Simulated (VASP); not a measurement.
Output of a VASP run:

File OSZICAR:
```
       N       E                     dE             d eps       ncg     rms          rms(c)
DAV:   1     0.152086483226E+03    0.15209E+03   -0.13472E+04  4890   0.175E+03
DAV:   2    -0.199589285935E+02   -0.17205E+03   -0.16933E+03  5961   0.384E+02
DAV:   3    -0.241494284236E+02   -0.41905E+01   -0.41143E+01  6626   0.520E+01
DAV:   4    -0.241700357726E+02   -0.20607E-01   -0.20606E-01  5478   0.433E+00
DAV:   5    -0.241702156088E+02   -0.17984E-03   -0.17983E-03  6731   0.386E-01    0.213E+01
DAV:   6    -0.234222325538E+02    0.74798E+00   -0.75459E+00  5681   0.188E+01    0.466E+00
DAV:   7    -0.232947264735E+02    0.12751E+00   -0.11456E+00  5515   0.688E+00    0.446E+00
DAV:   8    -0.232601219272E+02    0.34605E-01   -0.12115E-01  5835   0.293E+00    0.456E-01
DAV:   9    -0.232594703619E+02    0.65157E-03   -0.22819E-03  6010   0.441E-01    0.251E-01
DAV:  10    -0.232594392717E+02    0.31090E-04   -0.72508E-04  5926   0.254E-01    0.571E-02
DAV:  11    -0.232594261033E+02    0.13168E-04   -0.27435E-04  5779   0.132E-01    0.413E-02
DAV:  12    -0.232594205708E+02    0.55325E-05   -0.30434E-05  5647   0.409E-02    0.918E-03
DAV:  13    -0.232594201186E+02    0.45219E-06   -0.98628E-07  3440   0.705E-03
   1 F= -.23259420E+02 E0= -.23259263E+02  d E =-.470471E-03
```

OUTCAR:
```
------------------------ aborting loop because EDIFF is reached ----------------------------------------
  FORCE on cell =-STRESS in cart. coord.  units (eV):
  Direction    XX          YY          ZZ          XY          YZ          ZX
  --------------------------------------------------------------------------------------
  Total        0.3840131      0.3840131      0.5238336      0.0000000     -0.0000000      0.0000000
  in kB       15.2127191     15.2127191     20.7517251      0.0000000     -0.0000000      0.0000000
  external PRESSURE =      17.0590545 kB  Pullay stress =       0.0000000 kB
  volume of cell :       40.44
      direct lattice vectors                 reciprocal lattice vectors
    -1.605000000  1.605000000  3.925000000     0.000000000  0.311526480  0.127388535
     1.605000000 -1.605000000  3.925000000     0.311526480  0.000000000  0.127388535
     1.605000000  1.605000000 -3.925000000     0.311526480  0.311526480  0.000000000
 POSITION                                       TOTAL-FORCE (eV/Angst)
 -----------------------------------------------------------------------------------
      0.00000      0.00000      5.22025        -0.000000     -0.000000      0.013678
      0.00000      0.00000      2.62975         0.000000      0.000000     -0.013678
      0.00000      0.00000      0.00000        -0.000000     -0.000000     -0.000000
 -----------------------------------------------------------------------------------
    total drift:                                0.000000     -0.000000     -0.000000
  FREE ENERGIE OF THE ION-ELECTRON SYSTEM (eV)
  ---------------------------------------------------
  free  energy   TOTEN  =       -23.2594201186 eV

  energy  without entropy=      -23.2589496477  energy(sigma->0) =      -23.25926329
```
(Selected blocks of OUTCAR.)

POSCAR:
```
MoSi2
1
   -1.6050000000     1.6050000000     3.9250000000
    1.6050000000    -1.6050000000     3.9250000000
    1.6050000000     1.6050000000    -3.9250000000
Si Mo
2 1
Direct
  0.6650000000   0.6650000000   0.0000000000
  0.3350000000   0.3350000000   0.0000000000
  0.0000000000   0.0000000000   0.0000000000
```

Question: Write an INCAR and KPOINTS that could have produced this output.

Answer: This is not unique; one that fits is the input of the run itself, PBE GGA, plane waves, VASP's PBE PAW potentials (set 64).

### INCAR
```
SYSTEM = MoSi2
PREC = Accurate
ENCUT = 700
EDIFF = 1E-6
NELM = 100
ALGO = Normal
LREAL = .FALSE.
LASPH = .TRUE.
ISMEAR = 1
SIGMA = 0.1
GGA = PE
LMAXMIX = 4
LWAVE = .FALSE.
LCHARG = .FALSE.
ISIF = 2
```

KPOINTS:
```
Automatic mesh
0
G
12 12 12
```

POTCAR, in this order: Si Mo_sv (PBE.64 set). Program: vasp_std.

The compound is MoSi2 in the MoSi2 type structure. The cell was not relaxed at this level. The run is one of a series of settings (ENCUT = 700 against the base run), some of them coarse on purpose.
